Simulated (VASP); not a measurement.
An input for Ansatz (written as the equivalent of a VASP run, and not itself run):

Ansatz 0.2 input:
```yaml
crystal:
  lattice:
    - [0.0000000, 2.9883618, 2.9883618]
    - [2.9883618, 0.0000000, 2.9883618]
    - [2.9883618, 2.9883618, 0.0000000]
  atoms:
    - { symbol: Ba, position: [0.0000000, 0.0000000, 0.0000000] }
    - { symbol: F, position: [0.2500000, 0.2500000, 0.2500000] }
    - { symbol: F, position: [0.7500000, 0.7500000, 0.7500000] }
kpoints:
  mp_grid: { grid: [6, 6, 6] }
hamiltonian:
  xc: r2scan
  pseudopotentials: { kind: paw }
scf:
  occupations: { method: gaussian, width: 0.05 }
  max_iter: 100
relax:
  max_steps: 30
  f_tol: 0.01
output: { forces: true, stress: true, eigenvalues: true }
```

Task: Translate this input to VASP (INCAR, KPOINTS, POSCAR, choice of POTCAR).

Result: This is not unique; one that fits is 
**POSCAR**
```
BaF2
1
    0.0000000000     2.9883618163     2.9883618163
    2.9883618163     0.0000000000     2.9883618163
    2.9883618163     2.9883618163     0.0000000000
Ba F
1 2
Direct
  0.0000000000   0.0000000000   0.0000000000
  0.2500000000   0.2500000000   0.2500000000
  0.7500000000   0.7500000000   0.7500000000
```

### KPOINTS
```
Regular mesh
0
Gamma
  6 6 6
0 0 0
```

**INCAR**
```
# general
SYSTEM =BaF2
PREC   =Accurate
ENCUT  =600
LREAL  =F   # projection in real space or not
LASPH  =T   # aspherical one-centre terms

# electronic loop
EDIFF  =1E-7   # SCF stop (eV)
NELM   =100
ALGO   =Normal
LMAXMIX=4   # l cut-off of mixed one-centre charges
LMIXTAU=T

# smearing
ISMEAR =0   # Gaussian
SIGMA  =0.05

# functional
METAGGA=R2SCAN

# ions
IBRION =2
NSW    =30   # most ionic steps
ISIF   =2
EDIFFG =-0.01   # ionic stop

# output
LWAVE  =F
LCHARG =F
```

POTCAR, in this order: Ba_sv F (PBE.64 set). Program: vasp_std.

What does not carry over: each code has its own PAW files, so the cut-off isn't converted (ENCUT is set for VASP's; basis.ecutwfc is left out, and Ansatz then takes the one that its files recommend); Ansatz stops its SCF on the density residual and VASP on the energy change (EDIFF).

The compound is BaF2 in the fluorite structure. This cell was strained or had an atom moved on purpose.
